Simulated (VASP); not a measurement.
A VASP calculation is set up with these files.

**POSCAR**
```
Se
1
    2.2506733684    -3.8982806100     0.0000000000
    2.2506733684     3.8982806100     0.0000000000
    0.0000000000     0.0000000000     4.9858397816
Se
3
Direct
  0.0000000000   0.2175462911   0.6666670000
  0.7824537089   0.7824537089   0.0000000000
  0.2175462911   0.0000000000   0.3333330000
```

### INCAR
```
ALGO = Normal
EDIFF = 1E-6
EDIFFG = -0.02
ENCUT = 500
IBRION = 2
ISIF = 3
ISMEAR = 0
LASPH = .TRUE.
LCHARG = .FALSE.
LMAXMIX = 4
LMIXTAU = .TRUE.
LREAL = .FALSE.
LWAVE = .FALSE.
METAGGA = R2SCAN
NELM = 100
NSW = 40
PREC = Accurate
SIGMA = 0.05
SYSTEM = Se
```

**KPOINTS**
```
Automatic mesh
0
Gamma
6 6 5
0 0 0
```

POTCAR, in this order: Se (PBE.64 set). Program: vasp_std.

### Question
Write an equivalent input for Ansatz.

### Answer
One equivalent input (not run):
Ansatz 0.2 input:
```yaml
crystal:
  lattice:
    - [2.2506734, -3.8982806, 0.0000000]
    - [2.2506734, 3.8982806, 0.0000000]
    - [0.0000000, 0.0000000, 4.9858398]
  atoms:
    - { symbol: Se, position: [0.0000000, 0.2175463, 0.6666670] }
    - { symbol: Se, position: [0.7824537, 0.7824537, 0.0000000] }
    - { symbol: Se, position: [0.2175463, 0.0000000, 0.3333330] }
kpoints:
  mp_grid: { grid: [6, 6, 5] }
hamiltonian:
  xc: r2scan
  pseudopotentials: { kind: paw }
scf:
  occupations: { method: gaussian, width: 0.05 }
  max_iter: 100
relax:
  max_steps: 40
  f_tol: 0.02
  cell: {}
output: { forces: true, stress: true, eigenvalues: true }
```
What does not carry over: each code has its own PAW files, so the cut-off isn't converted (ENCUT is set for VASP's; basis.ecutwfc is left out, and Ansatz then takes the one that its files recommend); Ansatz stops its SCF on the density residual and VASP on the energy change (EDIFF).

The compound is Se in the trig structure. It was relaxed first, which changed the volume by +7 %.
